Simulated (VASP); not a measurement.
Data:

```
Nb
1.0
   -1.68919     1.68919     1.68919
    1.68919    -1.68919     1.68919
    1.68919     1.68919    -1.68919
Nb
1
Cartesian
  0.00000   0.00000   0.00000
```

Level of theory: vdW-DF2, VASP's PBE PAW potentials (set 64) (plane waves; VASP). Numerical set-up: 520 eV cut-off, 14×14×14 Γ-centred mesh, first-order Methfessel-Paxton smearing of 0.10 eV, potentials Nb_sv.

**Question.** Predict the energy per atom (σ→0), band gap (on the k-mesh) with the smallest direct gap where there is one.

**Answer.** 
- band gap (on the k-mesh) = none (metal, semimetal or under 0.01 eV)
- energy per atom (σ→0) = -6.335 eV/atom

Only differences to runs with the same potentials and settings are physical.

The compound is Nb in the bcc structure. It was relaxed first, which changed the volume by +7 %. The start is the result of an earlier pass.
